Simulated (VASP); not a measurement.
An input for Ansatz (written as the equivalent of a VASP run, and not itself run):

Ansatz 0.2 input:
```yaml
crystal:
  lattice:
    - [4.9729300, 2.8711220, 1.1053230]
    - [-4.9729300, 2.8711220, 1.1053230]
    - [0.0000000, -5.7422450, 1.1053230]
  atoms:
    - { symbol: Ni, position: [0.7374500, 0.9927950, 0.9927950] }
    - { symbol: Ni, position: [0.9927950, 0.7374500, 0.9927950] }
    - { symbol: Ni, position: [0.9927950, 0.9927950, 0.7374500] }
    - { symbol: Se, position: [0.6141500, 0.2754100, 0.2754100] }
    - { symbol: Se, position: [0.2754100, 0.6141500, 0.2754100] }
    - { symbol: Se, position: [0.2754100, 0.2754100, 0.6141500] }
kpoints:
  mp_grid: { grid: [5, 5, 5] }
hamiltonian:
  xc: lda
  pseudopotentials: { kind: paw }
scf:
  occupations: { method: fermi_dirac, width: 0.136 }
  max_iter: 100
output: { forces: true, stress: true, eigenvalues: true }
```

Question: Translate this input to VASP (INCAR, KPOINTS, POSCAR, choice of POTCAR).

Answer: This is not unique; one that fits is 
### KPOINTS
```
Automatic
0
gamma
  5 5 5
0 0 0
```

**POSCAR**
```
NiSe
1
    4.9729300000     2.8711220000     1.1053230000
   -4.9729300000     2.8711220000     1.1053230000
    0.0000000000    -5.7422450000     1.1053230000
Ni Se
3 3
Direct
  0.7374500000   0.9927950000   0.9927950000
  0.9927950000   0.7374500000   0.9927950000
  0.9927950000   0.9927950000   0.7374500000
  0.6141500000   0.2754100000   0.2754100000
  0.2754100000   0.6141500000   0.2754100000
  0.2754100000   0.2754100000   0.6141500000
```

INCAR:
```
! general
SYSTEM  = NiSe
PREC    = Accurate
ENCUT   = 300   ! plane-wave cut-off (eV)
LREAL   = .FALSE.
LASPH   = .TRUE.

! electronic loop
EDIFF   = 1E-6   ! SCF stop (eV)
NELM    = 100
ALGO    = Normal   ! blocked Davidson
LMAXMIX = 4   ! l cut-off of mixed one-centre charges

! smearing
ISMEAR  = -1   ! Fermi-Dirac
SIGMA   = 0.136

! ions
ISIF    = 2   ! forces and stress, cell fixed

! output
LWAVE   = .FALSE.
LCHARG  = .FALSE.
```

POTCAR, in this order: Ni Se (LDA.64 set). Program: vasp_std.

The two are equivalent in intent, not identical: each code has its own PAW files, so the cut-off isn't converted (ENCUT is set for VASP's; basis.ecutwfc is left out, and Ansatz then takes the one that its files recommend); Ansatz stops its SCF on the density residual and VASP on the energy change (EDIFF); Ansatz's lda is the Perdew-Wang form, while the LDA potentials of VASP carry Perdew-Zunger's.

The structure comes from a computed database's NiSe entry (R3m); how it stands against other phases isn't given here. The cell was not relaxed at this level. The k-mesh is coarse (spacing up to 0.41 per Å, 2π included), so the numbers may not be converged in it.
